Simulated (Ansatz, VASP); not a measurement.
# SnTe: VASP beside Ansatz, part 2 of 2

Aim: how closely do two programs agree when they are given the same cell, functional and k mesh? The cell is taken from a series of runs on this material, whose earlier steps may have relaxed, scaled, displaced or heated it; both programs get it as it stands.

VASP 6.6.1 and Ansatz 0.2.0.

So far: Starting point; Ansatz: zone-centre phonons, PBEsol; VASP: zone-centre phonons, PBEsol.

### Step 3. VASP: zone-centre phonons, PBEsol (continued)

Level of this step: PBEsol; plane waves and PAW (Sn_d, Te) (VASP).

Numbers of over 12 decimals in the logs are rounded to 6 here.

From OUTCAR (step 3):

```text
ion  position               nearest neighbor table
   1  0.000  0.000  0.000-   2 3.05   2 3.05   2 3.05   2 3.05   2 3.15   2 3.15
   2  0.500  0.500  0.500-   1 3.05   1 3.05   1 3.05   1 3.05   1 3.15   1 3.15

  LATTYP: Found a body centered tetragonal cell.
 ALAT       =     4.3130785896
 C/A-ratio  =     1.4595010266

 Subroutine GETGRP returns: Found 16 space group operations
 (whereof 16 operations were pure point group operations)

The static configuration has the point symmetry D_4h.

 Found    163 irreducible k-points:

   k-points           NKPTS =    163   k-points in BZ     NKDIM =    163   number of bands    NBANDS=     16

   dimension x,y,z NGX =    32 NGY =   32 NGZ =   32
   dimension x,y,z NGXF=    64 NGYF=   64 NGZF=   64

   ENCUT  =  500.0 eV  36.75 Ry    6.06 a.u.   7.99  7.99  7.86*2*pi/ulx,y,z

   NELECT =      20.0000    total number of electrons

 k-points in reciprocal lattice and weights: Automatic mesh
   0.00000000  0.00000000  0.00000000       0.001
   0.08333333  0.00000000  0.00000000       0.005
   0.16666667  0.00000000  0.00000000       0.005
   0.25000000 -0.00000000  0.00000000       0.005
   0.33333333 -0.00000000  0.00000000       0.005
   0.41666667 -0.00000000  0.00000000       0.005
   0.50000000 -0.00000000  0.00000000       0.002
   0.08333333  0.08333333  0.00000000       0.001
   0.16666667  0.08333333  0.00000000       0.005
[...]
-0.33333333  0.16666667  0.50000000       0.002
  -0.25000000  0.25000000  0.50000000       0.001

 average (electrostatic) potential at core
       1 -99.5729       2 -87.0190

  Total        1.8737543      1.8737543      0.0028224      0.0000000     -0.0000000     -0.0000000
  in kB       51.2727595     51.2727595      0.0772299      0.0000000     -0.0000000     -0.0000000
  external PRESSURE =      34.2075829 kB  Pullay stress =       0.0000000 kB

  energy-cutoff  :      500.00
  volume of cell :       58.55
      direct lattice vectors                 reciprocal lattice vectors
     0.000000000  3.049807118  3.147471315    -0.163944794  0.163944794  0.158857683
     3.049807118  0.000000000  3.147471315     0.163944794 -0.163944794  0.158857683
     3.049807118  3.049807118  0.000000000     0.163944794  0.163944794 -0.158857683

 POSITION                                       TOTAL-FORCE (eV/Angst)
 -----------------------------------------------------------------------------------
      0.00000      0.00000      0.00000         0.000000      0.000000      0.000000
      3.04981      3.04981      3.14747        -0.000000     -0.000000     -0.000000
 -----------------------------------------------------------------------------------
    total drift:                                0.000000     -0.000000     -0.000000

 Eigenvectors and eigenvalues of the dynamical matrix
 ----------------------------------------------------

   1 f  =    2.182530 THz    13.713240 2PiTHz   72.801360 cm-1     9.026214 meV
             X         Y         Z           dx          dy          dz
      0.000000  0.000000  0.000000     0.715679    0.000000    0.000000
      3.049807  3.049807  3.147471    -0.698430    0.000000    0.000000

   2 f  =    2.182530 THz    13.713240 2PiTHz   72.801360 cm-1     9.026214 meV
             X         Y         Z           dx          dy          dz
      0.000000  0.000000  0.000000    -0.000000    0.715679    0.000000
      3.049807  3.049807  3.147471    -0.000000   -0.698430    0.000000

   3 f  =    1.231891 THz     7.740202 2PiTHz   41.091474 cm-1     5.094691 meV
             X         Y         Z           dx          dy          dz
      0.000000  0.000000  0.000000     0.000000    0.000000    0.713143
      3.049807  3.049807  3.147471     0.000000    0.000000   -0.701019

   4 f/i=    0.011675 THz     0.073356 2PiTHz    0.389437 cm-1     0.048284 meV
             X         Y         Z           dx          dy          dz
      0.000000  0.000000  0.000000     0.000000    0.000000   -0.701019
      3.049807  3.049807  3.147471     0.000000    0.000000   -0.713143

   5 f/i=    0.012774 THz     0.080263 2PiTHz    0.426105 cm-1     0.052830 meV
             X         Y         Z           dx          dy          dz
      0.000000  0.000000  0.000000     0.267230   -0.645284    0.000000
      3.049807  3.049807  3.147471     0.273830   -0.661221    0.000000

   6 f/i=    0.012774 THz     0.080263 2PiTHz    0.426105 cm-1     0.052830 meV
             X         Y         Z           dx          dy          dz
      0.000000  0.000000  0.000000    -0.645284   -0.267230    0.000000
      3.049807  3.049807  3.147471    -0.661221   -0.273830    0.000000

 ELASTIC MODULI CONTR FROM IONIC RELAXATION (kBar)
 Direction    XX          YY          ZZ          XY          YZ          ZX
 --------------------------------------------------------------------------------
 XX           0.0000      0.0000      0.0000      0.0000      0.0000      0.0000
 YY           0.0000      0.0000      0.0000      0.0000      0.0000      0.0000
 ZZ           0.0000      0.0000      0.0000      0.0000      0.0000      0.0000
 XY           0.0000      0.0000      0.0000      0.0000      0.0000      0.0000
 YZ           0.0000      0.0000      0.0000      0.0000      0.0000      0.0000
 ZX           0.0000      0.0000      0.0000      0.0000      0.0000      0.0000
 --------------------------------------------------------------------------------
```

### Step 4. Comparison

Known differences besides the potentials themselves: the data sets hold 30 valence electrons in Ansatz (on its PAW soft_1 files) and 20 in VASP; the cutoff is 420 eV in Ansatz and 500 eV in VASP; Ansatz makes its cores anew for this functional, VASP keeps those of its PBE data sets. Total energies have different zeros and are not compared.

The two programs side by side:

| quantity | Ansatz | VASP | difference |
| --- | --- | --- | --- |
| optical mode 1 (cm⁻¹) | 39.6 | 41.1 | -1.5 |
| optical mode 2 to 3 (cm⁻¹) | 71.7 | 72.8 | -1.50 % |

Modes are paired by rising frequency, not by their patterns, so a pair may set unlike modes beside each other; they are those without the splitting of longitudinal modes.

### Step 5. What came out

| Quantity | Value |
| --- | --- |
| r.m.s. difference of the optical zone-centre modes, each program's sorted by frequency (zone-centre phonons, PBEsol) | 1.2 cm⁻¹ |
| difference in optical mode 2 to 3 (zone-centre phonons, PBEsol) | -1.5 % |

**Reading.** The r.m.s. difference of the optical zone-centre modes, each program's sorted by frequency is 1.2 cm⁻¹ (zone-centre phonons, PBEsol). The data sets hold unlike numbers of valence electrons (30 in Ansatz and 20 in VASP), so part of the differences comes from the potentials. Among the rows given in per cent, the largest difference of the zone-centre phonons, PBEsol pair is in optical mode 2 to 3, -1.5 %. How closely two codes agree says nothing of how well the functional describes the real material.

[Lines on the potential files, build, host, timing and source positions are cut from VASP's logs without a mark.]

[Logs are printed without paths, hosts, clocks, repeated set-up lines and the standing remarks that a program may print on its own settings, such as how far it seeks lower states.]

[Hosts, paths, dates, database ids (printed as entryN), source tags and the programs' standing remarks are cut or masked in the printed files.]
